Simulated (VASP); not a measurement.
Given:

```
CELL_PARAMETERS angstrom
      0.00000     1.95460     1.95460
      1.95460     0.00000     1.95460
      1.95460     1.95460     0.00000
ATOMIC_POSITIONS crystal
  Pd 0.00000 0.00000 0.00000
```

Computed with rev-vdW-DF2, VASP's PBE PAW potentials (set 64) (plane waves; VASP). Settings: 520 eV cut-off, Gaussian smearing of 0.050 eV, potentials Pd.

Give the energies of bands 1 to 6 at the high-symmetry points, in eV from the Fermi level.

```
band      Γ      X      U      L      W
----  -----  -----  -----  -----  -----
1     -7.03  -5.26  -4.62  -5.18  -4.21
2     -2.77  -4.98  -4.04  -2.81  -3.29
3     -2.77  -0.04  -1.91  -2.81  -3.29
4     -2.77   0.30  -0.92  -0.01  -1.28
5     -1.19   0.30  -0.14  -0.01   0.31
6     -1.19   3.38   7.08   1.09   8.86
```

It has no gap at this level: it comes out as a metal or semimetal.

The compound is Pd in the fcc structure. It was relaxed first.
